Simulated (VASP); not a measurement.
Input:

```xyz
8
Lattice="5.7497 0.0000 0.0000 0.0000 5.7497 0.0000 0.0000 0.0000 5.7497" Properties=species:S:1:pos:R:3 pbc="T T T"
Zn     5.7497     0.0000     5.7497
S      1.3508     1.3508     1.3508
S      4.3989     4.3989     1.3508
S      4.3989     1.3508     4.3989
S      1.3508     4.3989     4.3989
Hg     2.8749     2.8749     5.7497
Hg     2.8749     0.0000     2.8749
Hg     5.7497     2.8749     2.8749
```

Level of theory: PBEsol GGA, VASP's PBE PAW potentials (set 64) (plane waves; VASP). Numerical set-up: 400 eV cut-off, Gaussian smearing of 0.050 eV, potentials Zn S Hg.

Unless said otherwise, spin-orbit coupling is left out, though it shifts the bands of the heavy elements here.

Task: Estimate the band gap (along the path) with the smallest direct gap where there is one.

Result: 
The band gap (along the path) is 0.01 eV and the smallest direct gap (along the path) is 0.01 eV.

Total energies compare only between runs with the same potentials, cut-off and functional.

The structure was generated: Hg3ZnS4 was put into an ordered model structure (P-43m), which need not be its known phase. It was relaxed first.
